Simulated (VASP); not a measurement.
Input for VASP

### INCAR
```
SYSTEM = GaP
PREC = Accurate
ENCUT = 500
EDIFF = 1E-6
NELM = 100
ALGO = Normal
LREAL = .FALSE.
LASPH = .TRUE.
ISMEAR = 0
SIGMA = 0.05
GGA = PS
LMAXMIX = 4
LWAVE = .FALSE.
LCHARG = .FALSE.
IBRION = 2
ISIF = 3
NSW = 40
EDIFFG = -0.02
```

File POSCAR:
```
GaP
1
   -0.0000000000     2.7194702904     2.7194702904
    2.7194702904     0.0000000000     2.7194702904
    2.7194702904     2.7194702904    -0.0000000000
Ga P
1 1
Direct
  1.0000000000   0.0000000000   0.0000000000
  0.2500000000   0.2500000000   0.2500000000
```

File KPOINTS:
```
Automatic mesh
0
Gamma
8 8 8
0 0 0
```

POTCAR, in this order: Ga_d P (PBE.64 set). Program: vasp_std.

Translate this PBEsol calculation to Quantum ESPRESSO's pw.x.

One equivalent input (not run):
```
&CONTROL
  calculation = 'vc-relax'
  pseudo_dir = './pseudo'
  outdir = './out'
  tprnfor = .true.
  tstress = .true.
  nstep = 40
  forc_conv_thr = 0.00078
/
&SYSTEM
  ibrav = 0
  nat = 2
  ntyp = 2
  ecutwfc = 80
  occupations = 'smearing'
  smearing = 'gaussian'
  degauss = 0.003675
  input_dft = 'pbesol'
/
&ELECTRONS
  conv_thr = 7.3e-08
  electron_maxstep = 100
/
&IONS
/
&CELL
/
ATOMIC_SPECIES
  Ga 69.723 Ga.upf
  P 30.974 P.upf
CELL_PARAMETERS angstrom
    -0.0000000    2.7194703    2.7194703
     2.7194703    0.0000000    2.7194703
     2.7194703    2.7194703   -0.0000000
ATOMIC_POSITIONS crystal
  Ga   1.0000000  0.0000000  0.0000000
  P    0.2500000  0.2500000  0.2500000
K_POINTS automatic
  8 8 8 0 0 0
```
What does not carry over: the potentials are each code's own (VASP's PAW set, PseudoDojo norm-conserving files in pw.x), so ENCUT and ecutwfc are chosen apart and not converted; conv_thr bounds pw.x's estimated SCF error, while EDIFF bounds the energy change between steps; forc_conv_thr acts on force components and is met together with etot_conv_thr.

The compound is GaP in the zinc blende structure. It was relaxed first.
